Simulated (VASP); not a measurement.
All values below come from r2SCAN meta-GGA, VASP's PBE PAW potentials (set 64) (plane waves; VASP).

A VASP calculation is set up with these files.

### INCAR
```
SYSTEM = W
PREC = Accurate; ENCUT = 480; LREAL = .False.
LASPH = .True.
EDIFF = 1E-7; NELM = 100; ALGO = Normal
LMAXMIX = 6; LMIXTAU = .True.
ISMEAR = 1; SIGMA = 0.1
METAGGA = R2SCAN
ISIF = 2
LWAVE = .False.; LCHARG = .False.
```

POSCAR:
```
W
1
   -1.5942505714     1.5942505714     1.5863189765
    1.5942505714    -1.5942505714     1.5863189765
    1.5783873816     1.5783873816    -1.5863189765
W
1
Direct
  0.0000000000   0.0000000000   0.0000000000
```

### KPOINTS
```
Automatic mesh
0
Gamma
16 16 16
0 0 0
```

POTCAR, in this order: W_sv (PBE.64 set). Program: vasp_std.

Output

**OSZICAR**
```
       N       E                     dE             d eps       ncg     rms          rms(c)
DAV:   1     0.341337519638E+02    0.34134E+02   -0.77694E+03 13766   0.141E+03
DAV:   2    -0.540578714051E+02   -0.88192E+02   -0.85132E+02 14731   0.332E+02
DAV:   3    -0.556302603390E+02   -0.15724E+01   -0.15592E+01 15536   0.443E+01
DAV:   4    -0.556383462949E+02   -0.80860E-02   -0.80853E-02 14841   0.350E+00
DAV:   5    -0.556384153229E+02   -0.69028E-04   -0.69029E-04 15313   0.322E-01    0.224E+01
DAV:   6    -0.507740080837E+02    0.48644E+01   -0.23293E+00 14301   0.223E+01    0.451E+00
DAV:   7    -0.514832166928E+02   -0.70921E+00   -0.17042E-01 13782   0.527E+00    0.282E+00
DAV:   8    -0.508780904746E+02    0.60513E+00   -0.49896E-01 13890   0.941E+00    0.333E+00
DAV:   9    -0.513003572386E+02   -0.42227E+00   -0.11141E-01 14553   0.355E+00    0.155E+00
DAV:  10    -0.513518707487E+02   -0.51514E-01   -0.16920E-02 13707   0.167E+00    0.635E-01
DAV:  11    -0.513531589077E+02   -0.12882E-02   -0.31791E-03 14841   0.743E-01    0.120E-01
DAV:  12    -0.513533617143E+02   -0.20281E-03   -0.30410E-04 14073   0.248E-01    0.538E-02
DAV:  13    -0.513532903016E+02    0.71413E-04   -0.83333E-05 14241   0.133E-01    0.376E-02
DAV:  14    -0.513532772979E+02    0.13004E-04   -0.65091E-06 14964   0.337E-02    0.264E-02
DAV:  15    -0.513532738479E+02    0.34500E-05   -0.18280E-05 14529   0.603E-02    0.690E-03
DAV:  16    -0.513532701574E+02    0.36904E-05   -0.14470E-06 15276   0.131E-02    0.259E-03
DAV:  17    -0.513532716581E+02   -0.15007E-05   -0.45074E-07 14394   0.940E-03    0.734E-04
DAV:  18    -0.513532717028E+02   -0.44700E-07   -0.51182E-08  7138   0.291E-03
   1 F= -.51353272E+02 E0= -.51353059E+02  d E =-.638524E-03
```

File OUTCAR:
```
------------------------ aborting loop because EDIFF is reached ----------------------------------------
  FORCE on cell =-STRESS in cart. coord.  units (eV):
  Direction    XX          YY          ZZ          XY          YZ          ZX
  --------------------------------------------------------------------------------------
  Total        0.0062500      0.0062500      0.0133098      0.0931399      0.0000000      0.0000000
  in kB        0.6271487      0.6271487      1.3355575      9.3460016      0.0000000      0.0000000
  external PRESSURE =       0.8632849 kB  Pullay stress =       0.0000000 kB
  volume of cell :       15.97
      direct lattice vectors                 reciprocal lattice vectors
    -1.594250571  1.594250571  1.586318977     0.001576015  0.315203000  0.315195120
     1.594250571 -1.594250571  1.586318977     0.315203000  0.001576015  0.315195120
     1.578387382  1.578387382 -1.586318977     0.316779015  0.316779015  0.000000000
 POSITION                                       TOTAL-FORCE (eV/Angst)
 -----------------------------------------------------------------------------------
      0.00000      0.00000      0.00000        -0.000000     -0.000000      0.000000
 -----------------------------------------------------------------------------------
    total drift:                                0.000000     -0.000000      0.000000
  FREE ENERGIE OF THE ION-ELECTRON SYSTEM (eV)
  ---------------------------------------------------
  free  energy   TOTEN  =       -51.3532717028 eV

  energy  without entropy=      -51.3526331786  energy(sigma->0) =      -51.35305886
```
(Selected blocks of OUTCAR.)

The compound is W in the bcc structure. This cell was strained or had an atom moved on purpose.
